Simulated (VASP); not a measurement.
A convergence study with VASP on ZrSe₂ (1T layered): one setting is varied, all else stays as given below, so the limit is that of these other settings.

```
CELL_PARAMETERS angstrom
      1.88500    -3.26492     0.00000
      1.88500     3.26492     0.00000
      0.00000     0.00000     6.14000
ATOMIC_POSITIONS crystal
  Zr 0.00000 0.00000 0.00000
  Se 0.33333 0.66667 0.25500
  Se 0.66667 0.33333 0.74500
```

All values below come from PBE GGA, VASP's PBE PAW potentials (set 64) (plane waves; VASP). The tightest run used: 550 eV cut-off, 12×12×6 Monkhorst-Pack mesh, Gaussian smearing of 0.050 eV, potentials Zr_sv Se.

| setting | E (eV/atom) | pressure (GPa) | irreducible k-points |
|---|---|---|---|
| 1×1×1 mesh | -3.2647 | 26.87 | 1 |
| 2×2×1 mesh | -6.6569 | 1.24 | 2 |
| 3×3×2 mesh | -6.4286 | 3.69 | 4 |
| 4×4×2 mesh | -6.5333 | 2.37 | 10 |
| 5×5×2 mesh | -6.5075 | 2.72 | 7 |

These are the cheaper rows. Estimate the results at 12×12×6 mesh, and how far the last row shown lies from them.

```csv
quantity,tightest run,last row shown is off by
E (eV/atom),-6.5199,0.0123
pressure (GPa),2.55,0.17
```

Left out are rungs that failed or repeat a setting and relaxations that didn't move; long series are thinned to 24 rows.

The compound is ZrSe2 in the 1T layered structure. The cell was not relaxed at this level.
